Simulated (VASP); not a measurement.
VASP input:

KPOINTS:
```
Automatic mesh
0
Gamma
16 16 16
0 0 0
```

**INCAR**
```
! general
SYSTEM  =Ni
PREC    =Accurate
ENCUT   =520   ! plane-wave cut-off (eV)
LREAL   =F
LASPH   =T   ! aspherical one-centre terms

! electronic loop
EDIFF   =1E-6   ! SCF stop (eV)
NELM    =100   ! most electronic steps
ALGO    =Normal   ! blocked Davidson
LMAXMIX =4   ! l cut-off of mixed one-centre charges

! smearing
ISMEAR  =1
SIGMA   =0.1

! functional
GGA     =ML
LUSE_VDW=T
AGGAC   =0.0
ZAB_VDW =-1.8867

! spin
ISPIN   =2
MAGMOM  =0.8

! ions
IBRION  =2
NSW     =60
ISIF    =3
EDIFFG  =-0.01   ! ionic stop

! output
LWAVE   =F
LCHARG  =F
LORBIT  =10
```

### POSCAR
```
Ni
1
    0.0000000000     1.7600000000     1.7600000000
    1.7600000000     0.0000000000     1.7600000000
    1.7600000000     1.7600000000     0.0000000000
Ni
1
Direct
  0.0000000000   0.0000000000   0.0000000000
```

POTCAR, in this order: Ni (PBE.64 set). Program: vasp_std.

Problem. Translate this vdW-DF2 calculation to Quantum ESPRESSO's pw.x.

Solution. One equivalent input (not run):
```
&CONTROL
  calculation = 'vc-relax'
  pseudo_dir = './pseudo'
  outdir = './out'
  tprnfor = .true.
  tstress = .true.
  nstep = 60
  forc_conv_thr = 0.00039
/
&SYSTEM
  ibrav = 0
  nat = 1
  ntyp = 1
  ecutwfc = 98
  occupations = 'smearing'
  smearing = 'methfessel-paxton'
  degauss = 0.00735
  input_dft = 'vdw-df2'
  nspin = 2
  starting_magnetization(1) = 0.08
/
&ELECTRONS
  conv_thr = 7.3e-08
  electron_maxstep = 100
/
&IONS
/
&CELL
/
ATOMIC_SPECIES
  Ni 58.693 Ni.upf
CELL_PARAMETERS angstrom
     0.0000000    1.7600000    1.7600000
     1.7600000    0.0000000    1.7600000
     1.7600000    1.7600000    0.0000000
ATOMIC_POSITIONS crystal
  Ni   0.0000000  0.0000000  0.0000000
K_POINTS automatic
  16 16 16 0 0 0
```
Limits of the translation: the potentials are each code's own (VASP's PAW set, PseudoDojo norm-conserving files in pw.x), so ENCUT and ecutwfc are chosen apart and not converted; conv_thr bounds pw.x's estimated SCF error, while EDIFF bounds the energy change between steps; starting_magnetization is a fraction of the valence charge and MAGMOM a moment in μB, so they match only roughly; forc_conv_thr acts on force components and is met together with etot_conv_thr.

The compound is Ni in the fcc structure. This run relaxes it. Symmetry was kept, so distortions that lower it aren't found.
